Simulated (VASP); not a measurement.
```
CELL_PARAMETERS angstrom
      2.77213     0.00000     0.00000
      0.00000     2.77213     0.00000
      0.00000     0.00000     2.77213
ATOMIC_POSITIONS crystal
  Ta 0.00000 0.00000 0.00000
  C  0.50000 0.50000 0.50000
```

Calculation: PBEsol GGA, VASP's PBE PAW potentials (set 64) (plane waves; VASP). Settings: 520 eV cut-off, 15×15×15 Γ-centred mesh, tetrahedra with Blöchl corrections, potentials Ta_pv C.

Unless said otherwise, spin-orbit coupling is left out, though it shifts the bands of the heavy elements here.

**Question.** Predict the energy per atom (σ→0), band gap (on the k-mesh) with the smallest direct gap where there is one.

**Answer.** 
The band gap (on the k-mesh) is none (metal, semimetal or under 0.01 eV) and the energy per atom (σ→0) is -10.740 eV/atom.

The absolute energy has meaning only against runs of the same code, potentials and settings.

The structure was generated: TaC was put into the CsCl type (Pm-3m), which need not be its known phase. It was relaxed first, which changed the volume by -13 %. The electron count is odd and the run is not spin-polarised, which forces a metal.
